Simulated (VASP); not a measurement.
Energy against volume of Tb (hcp). Computed with r2SCAN+rVV10, VASP's PBE PAW potentials (set 64) (plane waves; VASP). Run with 520 eV cut-off, 12×12×7 Γ-centred mesh, first-order Methfessel-Paxton smearing of 0.10 eV, potentials Tb_3.

The 4f electrons are frozen in the core of the lanthanide potential, so 4f levels, which can set the real gap, and their magnetism are missing.

Shape and ions are relaxed at each volume.

```tsv
V (Å³/atom)	E (eV/atom)
31.191	-30.96237
32.156	-30.96650
33.121	-30.96391
34.085	-30.95491
```

Task: Fit these four points and predict the energy of the run at 30.227 Å³/atom.

Result: A cubic in V^(−2/3), the third-order Birch-Murnaghan form, passes through the four points with V0 = 32.26 Å³/atom and B0 = 37 GPa, and gives -30.9513 eV/atom there. The run gave -30.9505 eV/atom, +0.8 meV/atom from the fit; all five points give B0 = 38 GPa.

The compound is Tb in the hcp structure. It was relaxed first.
